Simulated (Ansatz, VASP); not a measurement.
# One calculation of KNaICl, two programs

```
CELL_PARAMETERS angstrom
4.08282 0.00000 0.00000
0.00000 4.08282 0.00000
0.00000 0.00000 7.21436
ATOMIC_POSITIONS crystal
K 0.50000 0.50000 0.50000
Na 0.00000 0.00000 0.00000
I 0.50000 0.50000 0.00000
Cl 0.00000 0.00000 0.50000
```

Change from the starting cell: strain +e along x and -e along y +0.0000, strain +e along z and -e/2 along x and y +0.1100.

Alike in both runs: task single point; functional LDA; k mesh 6 × 6 × 4; occupations gaussian, width 0.05 eV; no spin polarisation.

```csv
,VASP,Ansatz
version,VASP 6.6.1,Ansatz 0.2.0
potentials or method,"VASP PAW LDA potentials, release 64 (K_sv, Na_pv, I, Cl)","scalar-relativistic, plane waves, PAW"
plane-wave cutoff (eV),520,520
valence electrons in the cell,30,42
```

|  | VASP | Ansatz | Ansatz less VASP |
| --- | --- | --- | --- |
| gap on the k mesh at the Fermi level (eV) | 3.95 | 3.94 | -0.006 |
| least direct gap on the mesh (eV) | 4.07 | 4.06 | -0.005 |
| pressure (GPa) | 2.3 | 2.2 | -0.08 |
| largest component of the traceless stress (GPa) | 4.23 | 4.14 | -0.091 |

The two sets of potentials don't hold the same shells in valence.

Caveats: spin-orbit coupling is left out, which moves the levels of the heavy elements. A k mesh can miss the band edges.
